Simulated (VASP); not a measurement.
Crystal: Mg2CdS3.

```xyz
6
Lattice="5.7966 0.0000 0.0000 -2.8983 5.0200 0.0000 0.0000 0.0000 4.4791" Properties=species:S:1:pos:R:3 pbc="T T T"
Mg    0.0000    3.3467    0.0000
Mg    2.8983    1.6733    0.0000
Cd    0.0000    0.0000    0.0000
S     2.8983    0.0000    2.2396
S     1.4492    2.5100    2.2396
S    -1.4492    2.5100    2.2396
```

The cell was built by a generator and needn't be a form met in nature.

- Program: VASP 6.6.1
- Task: relaxation of cell and atoms
- Functional: PBE
- Potentials or basis: VASP PAW PBE potentials, release 64 (Mg, Cd, S)
- Cutoff: 520 eV
- k mesh: 3 × 3 × 3
- Occupations: gaussian, width 0.15 eV
- Spin: no spin polarisation

At the start: pressure -3.2 GPa; volume 21.72 Å³/atom.

Where does the relaxation end?

Over 10 steps the energy falls by 290.5 meV/atom and the volume is 22.04 Å³/atom (+1.5 %); space group P6/mmm (No. 191, to 0.05 Å).

Step by step:
```tsv
step	energy change (eV)	largest force (eV/Å)	pressure (GPa)	volume (Å³)
1	0.0000	0.0000	-3.19	130.34
2	-0.9452	0.0000	0.07	121.88
3	-1.1580	0.0000	2.51	118.03
4	-1.0747	0.0000	9.92	109.98
5	-1.2203	0.0000	5.16	114.53
6	-1.5574	0.0000	1.97	123.29
7	-1.7086	0.0000	-1.96	137.59
8	-1.7323	0.0000	-0.86	133.20
9	-1.7329	0.0000	-1.08	133.70
10	-1.7433	0.0000	-0.10	132.24
```

Final structure:
```xyz
6
Lattice="6.6593 0.0000 0.0000 -3.3296 5.7671 0.0000 0.0000 0.0000 3.4433" Properties=species:S:1:pos:R:3 pbc="T T T"
Mg    0.0000    3.8447    3.4433
Mg    3.3296    1.9224    0.0000
Cd    0.0000    0.0000    3.4433
S     3.3296    0.0000    1.7217
S     1.6648    2.8835    1.7217
S    -1.6648    2.8835    1.7217
```

Caveat: the k mesh is coarse (spacing up to 0.47 Å⁻¹), so the values aren't converged.
